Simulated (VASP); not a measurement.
Computed with PBEsol GGA, VASP's PBE PAW potentials (set 64) (plane waves; VASP 6.6.1).

VASP ran on this input.

INCAR:
```
LCHARG=F
NELMIN=4
SIGMA=0.05   # width (eV)
LORBIT=11   # lm-projected
LWAVE=F
NELM=100
IDIPOL=3
PREC=Normal
LMAXMIX=4   # l cut-off of mixed one-centre charges
LVHAR=T
LASPH=T   # aspherical one-centre terms
GGA=PS   # PBEsol
DIPOL=0.5 0.5 0.5
LREAL=F   # projection in real space or not
ISMEAR=0
ENCUT=400   # plane-wave cut-off (eV)
EDIFF=1E-6   # SCF stop (eV)
ALGO=Normal   # blocked Davidson
SYSTEM=AgCl(100) slab
LDIPOL=T
```

POSCAR:
```
AgCl(100) slab
1
    3.8499876148     0.0000000000     0.0000000000
    0.0000000000     3.8499876148     0.0000000000
    0.0000000000     0.0000000000    25.6048251295
Ag Cl
4 4
Direct
  0.0000000000   0.5000000000   0.3449219930
  0.5000000000   0.0000000000   0.4429429113
  1.0000000000   0.5000000000   0.5570570887
  0.5000000000   0.0000000000   0.6550780070
  1.0000000000   0.5000000000   0.4491841316
  0.5000000000   0.0000000000   0.3366928640
  0.0000000000   0.5000000000   0.6633071360
  0.5000000000   0.0000000000   0.5508158684
```

KPOINTS:
```
Automatic mesh
0
G
 5 5 1
```

POTCAR, in this order: Ag Cl (PBE.64 set). Program: vasp_std. Read from the step before: WAVECAR.

The resulting files:

OSZICAR:
```
       N       E                     dE             d eps       ncg     rms          rms(c)
DAV:   1    -0.238838372713E+02   -0.23884E+02   -0.30057E-05   556   0.216E-02    0.837E-03
DAV:   2    -0.238838355412E+02    0.17301E-05   -0.79728E-06   526   0.127E-02    0.374E-03
DAV:   3    -0.238838352678E+02    0.27335E-06   -0.15610E-06   402   0.524E-03    0.225E-03
DAV:   4    -0.238838352735E+02   -0.56216E-08   -0.38024E-07   285   0.309E-03
   1 F= -.23883835E+02 E0= -.23883835E+02  d E =-.126910E-12
```

**OUTCAR**
```
------------------------ aborting loop because EDIFF is reached ----------------------------------------
  FORCE on cell =-STRESS in cart. coord.  units (eV):
  Direction    XX          YY          ZZ          XY          YZ          ZX
  --------------------------------------------------------------------------------------
  Total       -2.3761693     -2.3761693     -0.3581123      0.0000000     -0.0000000      0.0000000
  in kB      -10.0310750    -10.0310750     -1.5117825      0.0000000     -0.0000000      0.0000000
  external PRESSURE =      -7.1913108 kB  Pullay stress =       0.0000000 kB
  volume of cell :      379.53
      direct lattice vectors                 reciprocal lattice vectors
     3.849987615  0.000000000  0.000000000     0.259741095  0.000000000  0.000000000
     0.000000000  3.849987615  0.000000000     0.000000000  0.259741095  0.000000000
     0.000000000  0.000000000 25.604825130     0.000000000  0.000000000  0.039055139
 POSITION                                       TOTAL-FORCE (eV/Angst)
 -----------------------------------------------------------------------------------
      0.00000      1.92499      8.83167         0.000000     -0.000000      0.009291
      1.92499      0.00000     11.34148         0.000000      0.000000      0.005718
      0.00000      1.92499     14.26335         0.000000     -0.000000     -0.005718
      1.92499      0.00000     16.77316        -0.000000     -0.000000     -0.009291
      0.00000      1.92499     11.50128        -0.000000     -0.000000      0.003895
      1.92499      0.00000      8.62096         0.000000     -0.000000      0.001336
      0.00000      1.92499     16.98386         0.000000     -0.000000     -0.001336
      1.92499      0.00000     14.10354         0.000000     -0.000000     -0.003895
 -----------------------------------------------------------------------------------
    total drift:                                0.000000     -0.000000      0.000000
  FREE ENERGIE OF THE ION-ELECTRON SYSTEM (eV)
  ---------------------------------------------------
  free  energy   TOTEN  =       -23.8838352735 eV

  energy  without entropy=      -23.8838352735  energy(sigma->0) =      -23.88383527

 total charge

# of ion       s       p       d       tot
------------------------------------------
    1        0.208   0.145   9.358   9.711
    2        0.215   0.160   9.359   9.735
    3        0.215   0.160   9.359   9.735
    4        0.208   0.145   9.358   9.711
    5        1.594   3.440   0.000   5.034
    6        1.590   3.437   0.000   5.028
    7        1.590   3.437   0.000   5.028
    8        1.594   3.440   0.000   5.034
--------------------------------------------------
tot          7.214  14.365  37.435  59.015
```
(Selected blocks of OUTCAR.)

The cell is a thin slab with vacuum, built from AgCl (rock salt): (100) face.
